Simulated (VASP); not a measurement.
Calculation: r2SCAN meta-GGA, VASP's PBE PAW potentials (set 64) (plane waves; VASP).

A VASP calculation is set up with these files.

### KPOINTS
```
kpoints
0
gamma
  4 4 4
```

**INCAR**
```
! general
SYSTEM  = CsPbCl3
PREC    = Accurate
ENCUT   = 520
LREAL   = .False.
LASPH   = .True.

! electronic loop
EDIFF   = 1E-7
NELM    = 100
ALGO    = Normal
LMAXMIX = 4
LMIXTAU = .True.

! smearing
ISMEAR  = 0
SIGMA   = 0.05

! functional
METAGGA = R2SCAN

! ions
ISIF    = 2

! output
LWAVE   = .False.
LCHARG  = .False.
```

**POSCAR**
```
CsPbCl3
1
    5.5592159947     0.0000000000     0.0000000000
    0.0000000000     5.5592159947     0.0000000000
    0.0000000000     0.0000000000     5.5592159947
Cs Pb Cl
1 1 3
Direct
  0.0000000000   0.0000000000   0.0000000000
  0.5000000000   0.5000000000   0.5000000000
  0.5000000000   0.0000000000   0.5000000000
  0.0000000000   0.5000000000   0.5000000000
  0.5000000000   0.5000000000   0.0000000000
```

POTCAR, in this order: Cs_sv Pb_d Cl (PBE.64 set). Program: vasp_std.

Output

**OSZICAR**
```
       N       E                     dE             d eps       ncg     rms          rms(c)
DAV:   1     0.324369386368E+03    0.32437E+03   -0.19994E+04   520   0.158E+03
DAV:   2    -0.715512517911E+02   -0.39592E+03   -0.38609E+03   656   0.356E+02
DAV:   3    -0.117506321125E+03   -0.45955E+02   -0.45399E+02   608   0.133E+02
DAV:   4    -0.119317775151E+03   -0.18115E+01   -0.18080E+01   736   0.329E+01
DAV:   5    -0.119354297990E+03   -0.36523E-01   -0.36512E-01   676   0.381E+00    0.584E+00
DAV:   6    -0.111963102740E+03    0.73912E+01   -0.37450E+00   688   0.294E+01    0.501E+00
DAV:   7    -0.106780718028E+03    0.51824E+01   -0.15697E+00   540   0.871E+00    0.186E+00
DAV:   8    -0.107978166890E+03   -0.11974E+01   -0.10766E+00   646   0.681E+00    0.144E+00
DAV:   9    -0.107730233667E+03    0.24793E+00   -0.46078E-01   528   0.632E+00    0.119E+00
DAV:  10    -0.108093890531E+03   -0.36366E+00   -0.31648E-01   528   0.558E+00    0.482E-01
DAV:  11    -0.108105965935E+03   -0.12075E-01   -0.71466E-02   700   0.214E+00    0.406E-01
DAV:  12    -0.108094304178E+03    0.11662E-01   -0.47217E-03   656   0.725E-01    0.289E-01
DAV:  13    -0.108106893815E+03   -0.12590E-01   -0.27961E-02   560   0.211E+00    0.269E-01
DAV:  14    -0.108106953813E+03   -0.59998E-04   -0.11947E-02   544   0.133E+00    0.131E-01
DAV:  15    -0.108107935976E+03   -0.98216E-03   -0.50742E-04   712   0.213E-01    0.724E-02
DAV:  16    -0.108109450338E+03   -0.15144E-02   -0.11849E-03   558   0.377E-01    0.240E-02
DAV:  17    -0.108109572185E+03   -0.12185E-03   -0.19295E-04   600   0.126E-01    0.204E-02
DAV:  18    -0.108109951201E+03   -0.37902E-03   -0.12368E-04   542   0.127E-01    0.857E-03
DAV:  19    -0.108109962718E+03   -0.11517E-04   -0.69474E-06   718   0.262E-02    0.111E-02
DAV:  20    -0.108110013449E+03   -0.50731E-04   -0.16070E-05   556   0.452E-02    0.393E-03
DAV:  21    -0.108110021451E+03   -0.80025E-05   -0.48606E-06   694   0.215E-02    0.866E-04
DAV:  22    -0.108110021507E+03   -0.55703E-07   -0.28746E-07   558   0.482E-03
   1 F= -.10811002E+03 E0= -.10811002E+03  d E =-.601483E-12
```

OUTCAR:
```
------------------------ aborting loop because EDIFF is reached ----------------------------------------
  FORCE on cell =-STRESS in cart. coord.  units (eV):
  Direction    XX          YY          ZZ          XY          YZ          ZX
  --------------------------------------------------------------------------------------
  Total        1.9404030      1.9404030      1.9404030      0.0000000      0.0000000     -0.0000000
  in kB       18.0951373     18.0951373     18.0951373      0.0000000      0.0000000     -0.0000000
  external PRESSURE =      18.0951373 kB  Pullay stress =       0.0000000 kB
  volume of cell :      171.81
      direct lattice vectors                 reciprocal lattice vectors
     5.559215995  0.000000000  0.000000000     0.179881480  0.000000000  0.000000000
     0.000000000  5.559215995  0.000000000     0.000000000  0.179881480  0.000000000
     0.000000000  0.000000000  5.559215995     0.000000000  0.000000000  0.179881480
 POSITION                                       TOTAL-FORCE (eV/Angst)
 -----------------------------------------------------------------------------------
      0.00000      0.00000      0.00000         0.000000      0.000000      0.000000
      2.77961      2.77961      2.77961         0.000000      0.000000      0.000000
      2.77961      0.00000      2.77961         0.000000      0.000000      0.000000
      0.00000      2.77961      2.77961         0.000000      0.000000      0.000000
      2.77961      2.77961      0.00000         0.000000      0.000000      0.000000
 -----------------------------------------------------------------------------------
    total drift:                                0.000000     -0.000000     -0.000000
  FREE ENERGIE OF THE ION-ELECTRON SYSTEM (eV)
  ---------------------------------------------------
  free  energy   TOTEN  =      -108.1100215067 eV

  energy  without entropy=     -108.1100215067  energy(sigma->0) =     -108.11002151
```
(Selected blocks of OUTCAR.)

The compound is CsPbCl3 in the cubic perovskite structure, the ideal cubic form; the compound distorts at low or room temperature. This cell is one point of a volume scan, at 0.94 of the reference volume.
